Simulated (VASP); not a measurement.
Crystal: Ni.

```
Ni
1.0
     0.00000    1.76000    1.76000
     1.76000    0.00000    1.76000
     1.76000    1.76000    0.00000
Ni
1
Direct
  0.00000 0.00000 0.00000
```

The cell was built by a generator and needn't be a form met in nature.

Base run:

* Program: VASP 6.6.1
* Functional: PBEsol
* Potentials or basis: VASP PAW PBE potentials, release 64 (Ni)
* Cutoff: 300 eV
* k mesh: 31 × 31 × 31
* Occupations: methfessel-paxton, width 0.1 eV
* Spin: collinear spin, ferromagnetic start
* Starting moments: [0.8] μB

Its results: band gap on the k mesh none (metal or under the smearing width); net moment 0.64 μB per cell; site moments Ni +0.65 μB.

After a change of settings the same cell gave: band gap on the k mesh none (metal or under the smearing width); net moment 0.74 μB per cell; site moments Ni +0.77 μB. Which change was it?
A. functional from PBEsol to LDA; potentials or basis from VASP PAW PBE potentials, release 64 (Ni) to VASP PAW LDA potentials, release 64 (Ni)
B. functional from PBEsol to r2SCAN; cutoff from 300 eV to 520 eV
C. functional from PBEsol to LDA; potentials or basis from VASP PAW PBE potentials, release 64 (Ni) to VASP PAW LDA potentials, release 64 (Ni); cutoff from 300 eV to 520 eV
D. cutoff from 300 eV to 520 eV; occupations from methfessel-paxton, width 0.1 eV to gaussian, width 0.5 eV

B.

Runs at the PBE level aren't shown here.
